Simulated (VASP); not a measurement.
```
CELL_PARAMETERS angstrom
      0.00000     3.25929     3.25929
      3.25929     0.00000     3.25929
      3.25929     3.25929     0.00000
ATOMIC_POSITIONS crystal
  Sb 0.25000 0.25000 0.25000
  In 0.00000 0.00000 0.00000
```

Method: PBEsol GGA with spin-orbit coupling, VASP's PBE PAW potentials (set 64) (plane waves; VASP). Run with 400 eV cut-off, 9×9×9 Γ-centred mesh, Gaussian smearing of 0.050 eV, potentials Sb In_d.

**Question.** Give the energies of bands 13 to 25 at the high-symmetry points, in eV from the Fermi level.

**Answer.** 
```tsv
band	Γ	X	U	L	W
13	-0.72	-6.11	-6.03	-5.81	-6.06
14	-0.72	-6.11	-5.93	-5.81	-5.95
15	-0.59	-2.55	-3.39	-1.46	-3.22
16	-0.59	-2.55	-3.26	-1.46	-2.95
17	0.00	-2.38	-2.13	-1.01	-2.94
18	0.00	-2.38	-2.11	-1.01	-2.87
19	0.00	1.04	1.30	0.20	2.97
20	0.00	1.04	1.33	0.20	3.34
21	2.42	1.05	3.31	3.44	3.67
22	2.42	1.05	3.44	3.44	3.71
23	2.83	7.65	5.86	3.62	3.77
24	2.83	7.65	5.87	3.62	4.01
25	2.83	7.77	6.13	5.73	4.62
```

It has no gap at this level: it comes out as a metal or semimetal.

The structure comes from a measured InSb entry (F-43m) of the Crystallography Open Database, whose conditions weren't checked. It was relaxed first.
